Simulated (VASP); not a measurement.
Input:

```xyz
4
Lattice="-1.5904 1.5904 5.3844 1.5904 -1.5904 5.3844 1.5904 1.5904 -5.3844" Properties=species:S:1:pos:R:3 pbc="T T T"
Ir     0.0000     0.0000     8.0765
Ir     0.0000     1.5904     0.0000
Se     0.0000     0.0000     1.7876
Se     0.0000     1.5904     4.4798
```

All values below come from PBE GGA, VASP's PBE PAW potentials (set 64) (plane waves; VASP). Numerical set-up: 300 eV cut-off, 7×7×7 Γ-centred mesh, Gaussian smearing of 0.10 eV, potentials Ir Se.

At this cut-off the stress carries a Pulay error, which pulls relaxed volumes low. Unless said otherwise, spin-orbit coupling is left out, though it shifts the bands of the heavy elements here.

Q: Predict the energy per atom (σ→0), pressure, largest force, band gap (on the k-mesh) with the smallest direct gap where there is one.

A: 
The band gap (on the k-mesh) comes out as none (metal, semimetal or under 0.01 eV) and the energy per atom (σ→0) is -4.821 eV/atom. The pressure comes out as 75.27 GPa and the largest force is 0.511 eV/Å.

Total energies compare only between runs with the same potentials, cut-off and functional.

The structure was generated: IrSe was put into an ordered model structure, which need not be its known phase. The cell was not relaxed at this level. The k-mesh is coarse (spacing up to 0.40 per Å, 2π included), so the numbers may not be converged in it.
